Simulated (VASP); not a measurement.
# AlB3P4 (P-4m2) in VASP: density of states with PBE

Aim: the density of states of AlB3P4 with PBE.

Program: VASP 6.6.1. These are calculated values, not measurements. Logs are shortened: lines on timing, memory, paths and dates and some standing lists are left out, and cuts for length are marked.

**1. The crystal as given**

The structure is tetragonal, space group P-4m2 (No. 115). The conventional cell has a = 3.344 Å, b = 3.344 Å, c = 9.833 Å, α = 90.00°, β = 90.00°, γ = 90.00°. Al (site symmetry -4m2) has 4 P at 2.30 Å as nearest neighbours. B (site symmetry 2mm) has 4 P at 2.00 to 2.01 Å as nearest neighbours. B (site symmetry -4m2) has 4 P at 2.01 Å as nearest neighbours. P (site symmetry 2mm) has 4 B at 2.01 Å as nearest neighbours. Around P (site symmetry 2mm) lie 2 B at 2.00 Å and 2 Al at 2.30 Å.

The cell was built by a generator and needn't be a form met in nature.

**2. Density of states, PBE**

POSCAR

```
AlB3P4                                  
1.0
    3.3435817108      0.0000000000      0.0000000000
    0.0000000000      3.3435817108      0.0000000000
    0.0000000000      0.0000000000      9.8333555559
  Al              B               P             
     1     3     4
Direct
     1.0000000000000000    0.0000000000000000    0.0000000000000000
     0.5000000000000000    0.5000000000000000    0.7273142123050600
     0.0000000000000000    1.0000000000000000    0.5000000000000000
     0.5000000000000000    0.5000000000000000    0.2726857876949400
     0.0000000000000000    0.5000000000000000    0.6136180146692574
     0.5000000000000000    0.0000000000000000    0.3863819853307426
     0.0000000000000000    0.5000000000000000    0.1608159784023040
     0.5000000000000000    0.0000000000000000    0.8391840215976959
```

INCAR.step1

```
ALGO = Normal ; EDIFF = 1E-6
ENCUT = 520 ; GGA = PE
ISIF = 2 ; ISMEAR = 0
KPAR = 4 ; LASPH = T
LCHARG = T ; LREAL = F
LWAVE = F ; NELM = 80
PREC = Accurate ; SIGMA = 0.1
```

KPOINTS.step1

```
k-points
0
Gamma
  10 10 4
```

INCAR.step2

```
ALGO = Normal ; EDIFF = 1E-6
ENCUT = 520 ; GGA = PE
ICHARG = 11 ; ISIF = 2
ISMEAR = -5 ; KPAR = 4
LASPH = T ; LCHARG = F
LORBIT = 11 ; LREAL = F
LWAVE = F ; NEDOS = 1001
NELM = 80 ; PREC = Accurate
SIGMA = 0.1
```

KPOINTS.step2

```
k-points
0
Gamma
  15 15 6
```

Potentials or basis: VASP PAW PBE potentials, release 64 (Al, B, P).

Launch:

```console
cat potpaw_PBE.64/Al/POTCAR potpaw_PBE.64/B/POTCAR potpaw_PBE.64/P/POTCAR > POTCAR
cp INCAR.step1 INCAR
cp KPOINTS.step1 KPOINTS
mpirun -np 4 vasp_std > vasp.out
cp INCAR.step2 INCAR
cp KPOINTS.step2 KPOINTS
mpirun -np 4 vasp_std > vasp.out
```

OUTCAR:

```text
EDIFF = 1E-6
   ENCUT = 520
   GGA = PE
   ICHARG = 11
   ISIF = 2
   ISMEAR = -5
   LASPH = T
   LORBIT = 11
   LREAL = F
   NELM = 80
   PREC = Accurate

 ion  position               nearest neighbor table
   1  0.000  0.000  0.000-   7 2.30   8 2.30   7 2.30   8 2.30
   2  0.500  0.500  0.727-   8 2.00   8 2.00   5 2.01   5 2.01
   3  0.000  0.000  0.500-   5 2.01   6 2.01   5 2.01   6 2.01
   4  0.500  0.500  0.273-   7 2.00   7 2.00   6 2.01   6 2.01
   5  0.000  0.500  0.614-   3 2.01   3 2.01   2 2.01   2 2.01
   6  0.500  0.000  0.386-   3 2.01   3 2.01   4 2.01   4 2.01
   7  0.000  0.500  0.161-   4 2.00   4 2.00   1 2.30   1 2.30
   8  0.500  0.000  0.839-   2 2.00   2 2.00   1 2.30   1 2.30

  LATTYP: Found a simple tetragonal cell.
 ALAT       =     3.3435817108
 C/A-ratio  =     2.9409646321

  Lattice vectors:

 A1 = (   3.3435817108,   0.0000000000,   0.0000000000)
 A2 = (   0.0000000000,   3.3435817108,   0.0000000000)
 A3 = (   0.0000000000,   0.0000000000,   9.8333555559)

Analysis of symmetry for initial positions (statically):
=====================================================================
 Subroutine PRICEL returns:
 Original cell was already a primitive cell.

 Routine SETGRP: Setting up the symmetry group for a
 simple tetragonal supercell.

 Subroutine GETGRP returns: Found  8 space group operations
 (whereof  8 operations were pure point group operations)
 out of a pool of 16 trial point group operations.

The static configuration has the point symmetry D_2d.

Analysis of symmetry for dynamics (positions and initial velocities):
=====================================================================
 Subroutine PRICEL returns:
 Original cell was already a primitive cell.

 Routine SETGRP: Setting up the symmetry group for a
 simple tetragonal supercell.

 Subroutine GETGRP returns: Found  8 space group operations
 (whereof  8 operations were pure point group operations)
 out of a pool of 16 trial point group operations.

The dynamic configuration has the point symmetry D_2d.

 Subroutine INISYM returns: Found  8 space group operations
 (whereof  8 operations are pure point group operations),
 and found     1 'primitive' translations

----------------------------------------------------------------------------------------

                                     Primitive cell

  volume of cell :     109.9324

  direct lattice vectors                    reciprocal lattice vectors
     3.343581711  0.000000000  0.000000000     0.299080473  0.000000000  0.000000000
     0.000000000  3.343581711  0.000000000     0.000000000  0.299080473  0.000000000
     0.000000000  0.000000000  9.833355556     0.000000000  0.000000000  0.101694685

  length of vectors
     3.343581711  3.343581711  9.833355556     0.299080473  0.299080473  0.101694685

  position of ions in fractional coordinates (direct lattice)
     0.000000000  0.000000000  0.000000000
     0.500000000  0.500000000  0.727314212
     0.000000000  0.000000000  0.500000000
     0.500000000  0.500000000  0.272685788
     0.000000000  0.500000000  0.613618015
     0.500000000  0.000000000  0.386381985
     0.000000000  0.500000000  0.160815978
     0.500000000  0.000000000  0.839184022

  ion indices of the primitive-cell ions
   primitive index   ion index
                 1           1
                 2           2
                 3           3
                 4           4
                 5           5
                 6           6
                 7           7
                 8           8

----------------------------------------------------------------------------------------

 KPOINTS: k-points

Automatic generation of k-mesh.
 Grid dimensions read from file:
 generate k-points for:   15   15    6

 Generating k-lattice:

  Cartesian coordinates                     Fractional coordinates (reciprocal lattice)
     0.019938698  0.000000000  0.000000000     0.066666667  0.000000000  0.000000000
     0.000000000  0.019938698  0.000000000     0.000000000  0.066666667  0.000000000
     0.000000000  0.000000000  0.016949114     0.000000000  0.000000000  0.166666667

  Length of vectors
     0.019938698  0.019938698  0.016949114

  Shift w.r.t. Gamma in fractional coordinates (k-lattice)
     0.000000000  0.000000000  0.000000000

 TETIRR: Found   2019 inequivalent tetrahedra from     8100

 Subroutine IBZKPT returns following result:
 ===========================================

 Found    144 irreducible k-points:

 Following reciprocal coordinates:
            Coordinates               Weight
  0.000000  0.000000  0.000000      1.000000
  0.066667  0.000000  0.000000      4.000000
  0.133333  0.000000  0.000000      4.000000
  0.200000  0.000000  0.000000      4.000000
  0.266667  0.000000  0.000000      4.000000
  0.333333  0.000000  0.000000      4.000000
[... 16 lines left out ...]
  0.266667  0.200000  0.000000      8.000000
  0.333333  0.200000  0.000000      8.000000
 [... further k-points ...]
   k-points           NKPTS =    144   k-points in BZ     NKDIM =    144   number of bands    NBANDS=     21
   number of dos      NEDOS =   1001   number of ions     NIONS =      8
   total plane-waves  NPLWV =  62720
   dimension x,y,z NGX =    28 NGY =   28 NGZ =   80
   dimension x,y,z NGXF=    56 NGYF=   56 NGZF=  160
   ions per type =               1   3   4
   NGX,Y,Z   is equivalent  to a cutoff of  13.92, 13.92, 13.53 a.u.
   NGXF,Y,Z  is equivalent  to a cutoff of  27.84, 27.84, 27.05 a.u.
 SYSTEM =  unknown system
   PREC   = accura    normal or accurate (medium, high low for compatibility)
   ISTART =      0    job   : 0-new  1-cont  2-samecut
   ICHARG =     11    charge: 1-file 2-atom 10-const
   ISPIN  =      1    spin polarized calculation?
   LNONCOLLINEAR =      F non collinear calculations
   LSORBIT =      F    spin-orbit coupling
   LASPH  =      T    aspherical Exc in radial PAW
   ENCUT  =  520.0 eV  38.22 Ry    6.18 a.u.   6.22  6.22 18.28*2*pi/ulx,y,z
   NELM   =     80;   NELMIN=  2; NELMDL=  0     # of ELM steps
   EDIFF  = 0.1E-05   stopping-criterion for ELM
   LREAL  =      F    real-space projection
   EDIFFG = 0.1E-04   stopping-criterion for IOM
   NSW    =      0    number of steps for IOM
   IBRION =     -1    ionic relax: 0-MD 1-quasi-New 2-CG
   NFREE  =      0    steps in history (QN), initial steepest desc. (CG)
   ISIF   =      2    stress and relaxation
   ISYM   =      2    0-nonsym 1-usesym 2-fastsym
   POTIM  = 0.5000    time-step for ionic-motion
   TEBEG  =    0.0;   TEEND  =   0.0 temperature during run
   PSTRESS=    0.0 pullay stress
   NELECT =      32.0000    total number of electrons
   NUPDOWN=      -1.0000    fix difference up-down
   EMIN   =  10.00;   EMAX   =-10.00  energy-range for DOS
   EFERMI =   0.00;   METHOD = LEGACY
   ISMEAR =    -5;   SIGMA  =   0.10  broadening in eV -4-tet -1-fermi 0-gaus
   EFERMI_NEDOS =   21; number of points for ismear=-14 and -15
   IALGO  =     38    algorithm
   IMIX   =      4    mixing-type and parameters
     AMIX     =   0.40;   BMIX     =  1.00
     AMIX_MAG =   1.60;   BMIX_MAG =  1.00
  volume/ion in A,a.u.               =      13.74        92.73
  Fermi-wavevector in a.u.,A,eV,Ry     =   1.084966  2.050289 16.016126  1.177152
  Thomas-Fermi vector in A             =   2.221069
   LORBIT       =     11    0 simple, 1 ext, 2 COOP (PROOUT), +10 PAW based schemes
   GGA     = PE    functional components
   LHFCALC =     F    Hartree Fock is set to
   AEXX    =    0.0000 exact exchange contribution
   IVDW    =     0    specifies the selected vdW correction
   LEPSILON=     F    determine dielectric tensor
   LRPA    =     F    only Hartree local field effects (RPA)
 non-spin polarized calculation
 Fermi weights with tetrahedron method with Bloechl corrections
  energy-cutoff  :      520.00
  volume of cell :      109.93
 maximum number of plane-waves:      2988
 NGX is ok and might be reduce to    28

 number of electron      32.0000000 magnetization

 Free energy of the ion-electron system (eV)
  ---------------------------------------------------
  ext. energy  EPLUGINS =         0.00000000
  ---------------------------------------------------
  free energy    TOTEN  =       -47.77080028 eV

  energy without entropy =      -47.77080028  energy(sigma->0) =      -47.77080028

 E-fermi :   7.2844     XC(G=0): -10.3858

 val. band max:        7.2800804742   @ k =   0.0000   0.0000   0.0000
 cond. band min:       7.7903248035   @ k =   0.4000   0.4000   0.0000
 fundamental gap:      0.5102443293
 Fermi energy:         7.2843578981

 k-point     1 :       0.0000    0.0000    0.0000
  band No.  band energies     occupation
      1      -7.9267      2.00000
      2      -6.7912      2.00000
      3      -5.8802      2.00000
      4      -3.6194      2.00000
      5      -1.1500      2.00000
      6       2.6979      2.00000
[... 13 lines left out ...]
     20       8.7446      0.00000
     21      10.1191      0.00000

 k-point     2 :       0.0667    0.0000    0.0000
  band No.  band energies     occupation
      1      -7.8784      2.00000
      2      -6.7462      2.00000
      3      -5.8373      2.00000
      4      -3.6038      2.00000
      5      -1.1179      2.00000
      6       2.2623      2.00000
[... 520 lines left out ...]
 k-point    24 :       0.3333    0.2000    0.0000
  band No.  band energies     occupation
      1      -6.3282      2.00000
      2      -5.3648      2.00000
      3      -4.6156      2.00000
      4      -3.6637      2.00000
      5      -0.8006      2.00000
      6      -0.3399      2.00000
[... 13 lines left out ...]
     20      11.0983      0.00000
     21      11.7402      0.00000

 [... further k-points ...]

------------------------ aborting loop because EDIFF is reached ----------------------------------------

  FORCE on cell =-STRESS in cart. coord.  units (eV):
  Direction    XX          YY          ZZ          XY          YZ          ZX
  --------------------------------------------------------------------------------------
  -------------------------------------------------------------------------------------
  Total       -0.0100550     -0.0100550     -0.0026302      0.0000000      0.0000000     -0.0000000
  in kB       -0.1465432     -0.1465432     -0.0383328      0.0000000      0.0000000     -0.0000000
  external PRESSURE =      -0.1104731 kB  Pullay stress =       0.0000000 kB

 VOLUME and BASIS-vectors are now :
 -----------------------------------------------------------------------------
  energy-cutoff  :      520.00
  volume of cell :      109.93
      direct lattice vectors                 reciprocal lattice vectors
     3.343581711  0.000000000  0.000000000     0.299080473  0.000000000  0.000000000
     0.000000000  3.343581711  0.000000000     0.000000000  0.299080473  0.000000000
     0.000000000  0.000000000  9.833355556     0.000000000  0.000000000  0.101694685

 POSITION                                       TOTAL-FORCE (eV/Angst)
 -----------------------------------------------------------------------------------
      0.00000      0.00000      0.00000        -0.000000     -0.000000      0.000000
      1.67179      1.67179      7.15194        -0.000000      0.000000      0.002510
      0.00000      0.00000      4.91668        -0.000000     -0.000000      0.000000
      1.67179      1.67179      2.68142        -0.000000      0.000000     -0.002510
      0.00000      1.67179      6.03392         0.000000     -0.000000      0.001595
      1.67179      0.00000      3.79943        -0.000000     -0.000000     -0.001595
      0.00000      1.67179      1.58136        -0.000000      0.000000     -0.000070
      1.67179      0.00000      8.25199        -0.000000     -0.000000      0.000070
 -----------------------------------------------------------------------------------
    total drift:                               -0.000000     -0.000000      0.000000

  FREE ENERGIE OF THE ION-ELECTRON SYSTEM (eV)
  ---------------------------------------------------
  free  energy   TOTEN  =       -47.7708002777 eV

  energy  without entropy=      -47.7708002777  energy(sigma->0) =      -47.77080028

 total charge

# of ion       s       p       d       tot
------------------------------------------
    1        0.406   0.447   0.000   0.853
    2        0.654   1.173   0.000   1.827
    3        0.654   1.191   0.000   1.846
    4        0.654   1.173   0.000   1.827
    5        0.995   1.532   0.000   2.527
    6        0.995   1.532   0.000   2.527
    7        0.999   1.608   0.000   2.607
    8        0.999   1.608   0.000   2.607
--------------------------------------------------
tot          6.355  10.265   0.000  16.620
```

Wall time 41 s (4 MPI ranks of Intel Xeon 6975P-C (Granite Rapids), shared host); peak memory 0.42 GiB.

What came out:

```
Valence electrons inside the program's atomic spheres : Al 0.85; B 1.83, 1.85; P 2.53, 2.61
```

Levels at points of the mesh, in eV from the valence-band top:
| k point | band 12 | band 13 | band 14 | band 15 | band 16 | band 17 | band 18 | band 19 | band 20 | band 21 |
| --- | --- | --- | --- | --- | --- | --- | --- | --- | --- | --- |
| (0.00, 0.00, 0.00) | -2.27 | -2.27 | -0.71 | 0.00 | 0.00 | 0.60 | 0.62 | 1.38 | 1.46 | 2.84 |
| (0.00, 0.00, 0.50) | -2.04 | -2.04 | -1.75 | -0.32 | -0.32 | 0.52 | 0.64 | 1.57 | 1.74 | 2.26 |

States per cell in windows of 1 eV (zero at the valence-band top; states under -8 eV left out):
```
from (eV)  total  P7_p  P8_p  P5_p  P6_p  B2_p  B4_p
     -8.0   2.00  0.09  0.09  0.10  0.10  0.04  0.04
     -7.0   1.92  0.12  0.12  0.08  0.08  0.06  0.06
     -6.0   3.29  0.18  0.18  0.21  0.21  0.15  0.15
     -5.0   4.12  0.26  0.26  0.28  0.28  0.24  0.24
     -4.0   4.53  0.34  0.34  0.30  0.30  0.28  0.28
     -3.0   3.33  0.25  0.25  0.24  0.24  0.18  0.18
     -2.0   1.23  0.12  0.12  0.08  0.08  0.05  0.05
     -1.0   0.97  0.14  0.14  0.05  0.05  0.02  0.02
      0.0   0.38  0.00  0.00  0.01  0.01  0.01  0.01
      1.0   2.63  0.04  0.04  0.04  0.04  0.10  0.10
      2.0   3.43  0.07  0.07  0.06  0.06  0.12  0.12
      3.0   3.14  0.08  0.08  0.09  0.09  0.12  0.12
      4.0   0.41  0.01  0.01  0.01  0.01  0.02  0.02
      5.0   0.00  0.00  0.00  0.00  0.00  0.00  0.00
```
